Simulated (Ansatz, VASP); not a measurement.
Two plane-wave programs on B3C

File INCAR:

```
SYSTEM = B3C
PREC = Accurate
ENCUT = 520
EDIFF = 1E-7
ISMEAR = 0
SIGMA = 0.1
LREAL = .FALSE.
LASPH = .TRUE.
NELM = 150
ALGO = Normal
ISIF = 2
LWAVE = .FALSE.
LCHARG = .TRUE.
ISPIN = 2
MAGMOM = 0 0 0 1
LORBIT = 11
GGA = PE
LELF = .TRUE.
LVHAR = .TRUE.
NBANDS = 18
```

KPOINTS

```
regular mesh
0
G
  6 6 6
  0 0 0
```

Contents of POSCAR:

```
B3C
1.0
   -1.8449871737      1.8449871737      1.8449871737
    1.8449871737     -1.8449871737      1.8449871737
    1.8449871737      1.8449871737     -1.8449871737
B C
3 1
Direct
    0.0000000000      0.5000000000      0.5000000000
    0.5000000000      0.0000000000      0.5000000000
    0.5000000000      0.5000000000      0.0000000000
    0.0000000000      0.0000000000      0.0000000000
```

Input for Ansatz:

```yaml
crystal:
  lattice:
    - [-1.8449871737, 1.8449871737, 1.8449871737]
    - [1.8449871737, -1.8449871737, 1.8449871737]
    - [1.8449871737, 1.8449871737, -1.8449871737]
  atoms:
    - { symbol: B, position: [0.0, 0.5, 0.5] }
    - { symbol: B, position: [0.5, 0.0, 0.5] }
    - { symbol: B, position: [0.5, 0.5, 0.0] }
    - { symbol: C, position: [0.0, 0.0, 0.0], spin: 1.0 }
basis:
  ecutwfc: 420
kpoints:
  mp_grid: { grid: [6, 6, 6] }
hamiltonian:
  xc: pbe
scf:
  occupations: { method: gaussian, width: 0.1 }
  lower_state_search: "off"
output:
  forces: true
  stress: true
  eigenvalues: true
  populations: true
magnetization:
  spin_polarized: true
```

Alike in both runs: task single point; functional PBE; k mesh 6 × 6 × 6; occupations gaussian, width 0.1 eV; collinear spin.

```csv
,VASP,Ansatz
version,VASP 6.6.1,Ansatz 0.2.0
potentials or method,"VASP PAW PBE potentials, release 64 (B, C)","scalar-relativistic, plane waves, PAW"
plane-wave cutoff (eV),520,420
valence electrons in the cell,13,13
```

```tsv
	VASP	Ansatz	Ansatz less VASP
gap on the k mesh at the Fermi level (eV)	none	none	-
pressure (GPa)	-0.1	-0.2	-0.04
net moment per atom (μB)	0.00	0.00	0.000
```

A gap of «none» marks a metal or a gap that the smearing closes. Ansatz warned: «seeded_moment_not_kept».

Caveats: the k mesh is coarse (spacing up to 0.40 Å⁻¹), so the values aren't converged.
